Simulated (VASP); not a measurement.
Input:

```yaml
crystal:
  lattice:
    - [0.00000, 2.58337, 2.58337]
    - [2.58337, 0.00000, 2.58337]
    - [2.58337, 2.58337, 0.00000]
  atoms:
    - { symbol: Zr, position: [0.00000, 0.00000, 0.00000] }
    - { symbol: O, position: [0.25000, 0.25000, 0.25000] }
    - { symbol: O, position: [0.75000, 0.75000, 0.75000] }
```

The numbers are results of PBEsol GGA, VASP's PBE PAW potentials (set 64) (plane waves; VASP 6.6.1), not measurements. Numerical set-up: 520 eV cut-off, 8×8×8 Γ-centred mesh, Gaussian smearing of 0.050 eV, potentials Zr_sv O.

**Question.** Give the stress tensor in GPa (positive for a compressed cell).

**Answer.** 
```
-13.14    0.00    0.00
  0.00  -13.14    0.00
  0.00    0.00  -13.14
```
The pressure is its mean diagonal, -13.14 GPa.

The compound is ZrO2 in the fluorite structure, the high-temperature cubic form, which is unstable at 0 K; the monoclinic form is the stable one. This cell is one point of a volume scan, at 1.06 of the reference volume.
